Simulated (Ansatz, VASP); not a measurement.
This is a calculation of Cs3Pt for VASP 6.6.1.

INCAR

```
SYSTEM = Cs3Pt
ALGO     = Normal         ! electronic algorithm
EDIFF    = 1E-7           ! SCF threshold, eV
ENCUT    = 520            ! plane-wave cutoff, eV
GGA      = PE             ! functional
ISIF     = 2              ! what is computed and relaxed
ISMEAR   = -1             ! smearing method
LASPH    = .True.         ! aspherical terms in the spheres
LCHARG   = .False.        ! write CHGCAR
LREAL    = .False.        ! projectors in reciprocal space
LWAVE    = .False.        ! write WAVECAR
NBANDS   = 26             ! bands
NELM     = 80             ! most SCF steps
PREC     = Accurate       ! precision mode
SIGMA    = 0.05           ! smearing width, eV
```

File KPOINTS:

```
k-points
0
Gamma
  5 5 5
  0 0 0
```

POSCAR

```
Cs3Pt
1.0
    5.8536834690      0.0000000000      0.0000000000
    0.0000000000      5.8536834690      0.0000000000
    0.0000000000      0.0000000000      5.8536834690
Pt Cs
1 3
Direct
    0.5000000000      0.5000000000      0.5000000000
    0.5000000000      0.0000000000      0.0000000000
    0.0000000000      0.5000000000      0.0000000000
    0.0000000000      0.0000000000      0.5000000000
```

Potentials or basis: VASP PAW PBE potentials, release 64 (Pt, Cs_sv).

The run is started by

```bash
$ cat potpaw_PBE.64/Pt/POTCAR potpaw_PBE.64/Cs_sv/POTCAR > POTCAR
$ mpirun -np 1 vasp_std > vasp.out
```

Translate it to Ansatz 0.2.0. Potentials there: Ansatz PAW.

As run (the cutoff follows the program's own potentials):

File input.yaml:

```yaml
crystal:
  lattice:
    - [5.853683469, 0.0, 0.0]
    - [0.0, 5.853683469, 0.0]
    - [0.0, 0.0, 5.853683469]
  atoms:
    - { symbol: Pt, position: [0.5, 0.5, 0.5] }
    - { symbol: Cs, position: [0.5, 0.0, 0.0] }
    - { symbol: Cs, position: [0.0, 0.5, 0.0] }
    - { symbol: Cs, position: [0.0, 0.0, 0.5] }
hamiltonian:
  xc: pbe
  pseudopotentials: { kind: paw }
kpoints:
  mp_grid: { grid: [5, 5, 5] }
scf:
  occupations: { method: fermi_dirac, width: 0.05 }
output:
  forces: true
  stress: true
  eigenvalues: true
```

Potentials or basis: Ansatz PAW.

Command:

```console
$ ansatz run input.yaml --threads 2 --pin off --max-ram 5120MiB --backend cpu --events-out ev --progress --plain --runs-dir out
```

Both were run:

|  | VASP | Ansatz | Ansatz less VASP |
| --- | --- | --- | --- |
| gap on the k mesh at the Fermi level (eV) | none | none | - |
| pressure (GPa) | -0.5 | -0.5 | -0.02 |

A gap of «none» marks a metal or a gap that the smearing closes. The functional is the same, so the differences come from potentials, cutoffs and numerics. The two sets of potentials don't hold the same shells in valence.

The runs have no spin-orbit coupling, so splittings on Cs, Pt are missing.
